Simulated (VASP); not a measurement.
```
Al2Au
1.0
    0.00000     3.06000     3.06000
    3.06000     0.00000     3.06000
    3.06000     3.06000     0.00000
Al Au
2 1
Direct
  0.25000   0.25000   0.25000
  0.75000   0.75000   0.75000
  0.00000   0.00000   0.00000
```

The base run (VASP): PBE GGA, plane waves, VASP's PBE PAW potentials (set 64). Settings: 400 eV cut-off, 8×8×8 Γ-centred mesh, first-order Methfessel-Paxton smearing of 0.10 eV, potentials Al Au.

One setting is varied; ΔE counts from the most expensive setting. The base run took about 7 core-seconds. The timings are rough (shared machines, no repeats); factors under 2 mean little.

The pressure holds a Pulay error that falls with the cut-off, as the column shows.

```csv
setting,cost over the base run,electronic steps,ΔE (meV/atom),pressure (GPa)
ENCUT = 175,within a factor of 2,13,95.4,-28.60
ENCUT = 300,within a factor of 2,13,-2.4,-3.25
ENCUT = 350,within a factor of 2,13,0.1,-3.24
ENCUT = 375,within a factor of 2,13,0.2,-3.14
base run,reference,13,0.1,-3.06
ENCUT = 525,within a factor of 2,13,0.0,-3.06
ENCUT = 650,within a factor of 2,13,0.0,-3.03
ENCUT = 700,about 2 times,13,0.0,-3.03
```

Left out are runs that failed, have no time on record or changed the cell.

The compound is AuAl2 in the fluorite structure. The cell was not relaxed at this level.
